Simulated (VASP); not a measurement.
Runs of VASP 6.6.1 on SiO. The structure is cubic, space group Pm-3m (No. 221). Conventional cell: a = 2.807 Å, b = 2.807 Å, c = 2.807 Å, α = 90.00°, β = 90.00°, γ = 90.00°. Si (site symmetry m-3m) has 8 O at 2.43 Å as nearest neighbours. Around O (site symmetry m-3m) lie 8 Si at 2.43 Å. The cell was built by a generator and needn't be a form met in nature.

```csv
task,level,cell,k mesh,cutoff (eV),smearing,grid for exact exchange (PRECFOCK),exchange at q = 0,mesh quality,gap on the mesh (eV),pressure (GPa),V0 of scaled cells (Å³/atom),relaxed volume (Å³/atom),B0 (GPa)
equation of state,PBE,as given,9 × 9 × 9,520,fermi-dirac 0.05 eV,-,-,not flagged,-,-,11.08,-,129
relaxation of cell and atoms,r2SCAN,relaxed,9 × 9 × 9,600,gaussian 0.05 eV,-,-,not flagged,none,0.0,-,11.01,-
relaxation of cell and atoms,r2SCAN+D3(BJ),relaxed,9 × 9 × 9,600,gaussian 0.05 eV,-,-,not flagged,none,0.0,-,(a),-
relaxation of cell and atoms,SCAN,relaxed,9 × 9 × 9,600,gaussian 0.05 eV,-,-,not flagged,none,0.0,-,10.69,-
single point,r2SCAN,as given,9 × 9 × 9,520,fermi-dirac 0.05 eV,-,-,not flagged,none,-0.5,-,-,-
equation of state,r2SCAN,as given,9 × 9 × 9,520,fermi-dirac 0.05 eV,-,-,not flagged,-,-,(b),-,131
single point,PBE,as given,9 × 9 × 9,520,fermi-dirac 0.05 eV,-,-,not flagged,none,0.1,-,-,-
relaxation of cell and atoms,SCAN0,relaxed,5 × 5 × 5,600,gaussian 0.05 eV,Fast,default,coarse,1.67,0.0,-,(c),-
```

Alike in all rows: potentials or basis VASP PAW PBE potentials, release 64 (Si, O); no spin polarisation.

Problem. Fill in the values left out.

Solution. (a) 10.91; (b) 11.03; (c) 10.76.

Caveats: some runs use coarse meshes; the PAW data sets were made with another functional, which shifts forces and pressure a little (some runs); pairwise dispersion overbinds metals, which lowers pressure and volume (some runs); an odd mesh through Γ misses points on the zone boundary, where band edges often lie (some runs).

A gap of «none» marks a metal or a gap under the smearing width.

Not every run made on this cell is shown here.
